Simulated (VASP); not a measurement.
Here is the system:

```xyz
4
Lattice="2.0700 -3.5853 0.0000 2.0700 3.5853 0.0000 0.0000 0.0000 6.7200" Properties=species:S:1:pos:R:3 pbc="T T T"
Cd     2.0700    -1.1951     3.3600
Cd     2.0700     1.1951     0.0000
S      2.0700    -1.1951     5.8934
S      2.0700     1.1951     2.5334
```

The numbers are results of PBE GGA, VASP's PBE PAW potentials (set 64) (plane waves; VASP 6.6.1), not measurements. Run with 400 eV cut-off, 7×7×4 Γ-centred mesh, first-order Methfessel-Paxton smearing of 0.10 eV, potentials Cd S.

**Question.** Give the stress tensor in GPa (positive for a compressed cell).

**Answer.** 
```
2.42  0.00  0.00
0.00  2.42  0.00
0.00  0.00  2.58
```
The pressure is its mean diagonal, 2.48 GPa.

The compound is CdS in the wurtzite structure. The cell was not relaxed at this level. The run is one of a series of settings (ISMEAR = 1, SIGMA = 0.1 against the base run), some of them coarse on purpose.
